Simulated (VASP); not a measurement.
Computed with PBE GGA, VASP's PBE PAW potentials (set 64) (plane waves; VASP 6.6.1).

Input for VASP

### KPOINTS
```
Automatic mesh
0
Gamma
5 5 1
0 0 0
```

**POSCAR**
```
LaSb
4.4125670
  1.0000000000   0.0000000000   0.0000000000
  0.5000001133   1.3047908394   0.0000000000
  0.0000000000   0.0000000000   3.4538172452
La Sb
2 2
Cart
  1.0000000781   0.8997994204   1.6729254590
  0.5000000282   0.3249946927   2.3206888834
  0.5000000631   0.7264083753   1.1331283618
  1.0000000132   0.1516036476   1.7808917861
```

INCAR:
```
# general
SYSTEM  = LaSb
PREC    = Accurate
ENCUT   = 300   # plane-wave cut-off (eV)
LREAL   = F
LASPH   = T

# electronic loop
EDIFF   = 1E-6   # SCF stop (eV)
NELM    = 100   # most electronic steps
ALGO    = Normal   # blocked Davidson
LMAXMIX = 6

# smearing
ISMEAR  = 0
SIGMA   = 0.136

# functional
GGA     = PE   # PBE

# ions
ISIF    = 2

# output
LWAVE   = F
LCHARG  = F
```

POTCAR, in this order: La Sb (PBE.64 set). Program: vasp_std.

What VASP printed:

**OSZICAR**
```
       N       E                     dE             d eps       ncg     rms          rms(c)
DAV:   1     0.349589478477E+03    0.34959E+03   -0.78764E+03   368   0.905E+02
DAV:   2     0.752950596279E+02   -0.27429E+03   -0.27132E+03   624   0.308E+02
DAV:   3    -0.104795798084E+02   -0.85775E+02   -0.85091E+02   512   0.174E+02
DAV:   4    -0.184979119278E+02   -0.80183E+01   -0.78519E+01   716   0.674E+01
DAV:   5    -0.192399685413E+02   -0.74206E+00   -0.73021E+00   584   0.158E+01    0.540E+00
DAV:   6    -0.224362696303E+02   -0.31963E+01   -0.41615E+01   720   0.243E+01    0.361E+01
DAV:   7    -0.163166259467E+02    0.61196E+01   -0.66384E+01   584   0.471E+01    0.529E+00
DAV:   8    -0.174604637717E+02   -0.11438E+01   -0.13272E+01   720   0.197E+01    0.329E+00
DAV:   9    -0.173834123546E+02    0.77051E-01   -0.17123E+00   632   0.743E+00    0.294E+00
DAV:  10    -0.173413306996E+02    0.42082E-01   -0.23517E-01   720   0.299E+00    0.262E+00
DAV:  11    -0.172601321957E+02    0.81199E-01   -0.77792E-02   576   0.160E+00    0.223E+00
DAV:  12    -0.171823461609E+02    0.77786E-01   -0.36168E-02   592   0.141E+00    0.190E+00
DAV:  13    -0.171090231861E+02    0.73323E-01   -0.38170E-02   656   0.140E+00    0.156E+00
DAV:  14    -0.170371368493E+02    0.71886E-01   -0.61951E-02   656   0.183E+00    0.109E+00
DAV:  15    -0.170073317166E+02    0.29805E-01   -0.37265E-02   704   0.127E+00    0.743E-01
DAV:  16    -0.169829667616E+02    0.24365E-01   -0.80562E-02   592   0.198E+00    0.176E-01
DAV:  17    -0.169835481732E+02   -0.58141E-03   -0.12835E-02   720   0.574E-01    0.866E-02
DAV:  18    -0.169844530547E+02   -0.90488E-03   -0.26141E-03   632   0.444E-01    0.146E-01
DAV:  19    -0.169837157439E+02    0.73731E-03   -0.35334E-03   576   0.456E-01    0.432E-02
DAV:  20    -0.169855479738E+02   -0.18322E-02   -0.13299E-02   720   0.697E-01    0.246E-01
DAV:  21    -0.169854021760E+02    0.14580E-03   -0.86460E-04   568   0.138E-01    0.235E-01
DAV:  22    -0.169852646617E+02    0.13751E-03   -0.12088E-04   712   0.657E-02    0.227E-01
DAV:  23    -0.169841600689E+02    0.11046E-02   -0.21572E-03   572   0.285E-01    0.115E-01
DAV:  24    -0.169841331076E+02    0.26961E-04   -0.17925E-04   720   0.737E-02    0.106E-01
DAV:  25    -0.169838203398E+02    0.31277E-03   -0.10595E-03   568   0.193E-01    0.348E-02
DAV:  26    -0.169838204159E+02   -0.76056E-07   -0.10898E-04   720   0.587E-02    0.278E-02
DAV:  27    -0.169837974925E+02    0.22923E-04   -0.10785E-04   600   0.588E-02    0.866E-03
DAV:  28    -0.169837975113E+02   -0.18897E-07   -0.38269E-05   720   0.323E-02    0.177E-03
DAV:  29    -0.169837982524E+02   -0.74104E-06   -0.52718E-06   440   0.789E-03
   1 F= -.16983798E+02 E0= -.16946683E+02  d E =-.742315E-01
```

### OUTCAR
```
------------------------ aborting loop because EDIFF is reached ----------------------------------------
  FORCE on cell =-STRESS in cart. coord.  units (eV):
  Direction    XX          YY          ZZ          XY          YZ          ZX
  --------------------------------------------------------------------------------------
  Total       -5.8985878     -2.9307018     -5.6730024     -0.0000003     -1.2938416     -0.0000001
  in kB      -24.4086880    -12.1274088    -23.4752030     -0.0000011     -5.3539892     -0.0000005
  external PRESSURE =     -20.0037666 kB  Pullay stress =       0.0000000 kB
  volume of cell :      387.18
      direct lattice vectors                 reciprocal lattice vectors
     4.412567000  0.000000000  0.000000000     0.226625454 -0.086843615  0.000000000
     2.206284000  5.757477000  0.000000000     0.000000000  0.173687190  0.000000000
     0.000000000  0.000000000 15.240200000     0.000000000  0.000000000  0.065615937
 POSITION                                       TOTAL-FORCE (eV/Angst)
 -----------------------------------------------------------------------------------
      4.41257      3.97043      7.38190        -0.000000     -0.117779     -0.685465
      2.20628      1.43406     10.24020        -0.000000     -0.346331     -1.362415
      2.20628      3.20533      5.00000         0.000000      0.183591      0.851070
      4.41257      0.66896      7.85830         0.000000      0.280519      1.196810
 -----------------------------------------------------------------------------------
    total drift:                               -0.000003     -0.001057      0.002643
  FREE ENERGIE OF THE ION-ELECTRON SYSTEM (eV)
  ---------------------------------------------------
  free  energy   TOTEN  =       -16.9837982524 eV

  energy  without entropy=      -16.9095667655  energy(sigma->0) =      -16.94668251
```
(Selected blocks of OUTCAR.)

At this cut-off the stress carries a Pulay error, which pulls relaxed volumes low. The cell holds a wide vacuum, so values per volume refer to the whole cell.

The cell is a sheet with vacuum, built from a generated structure.
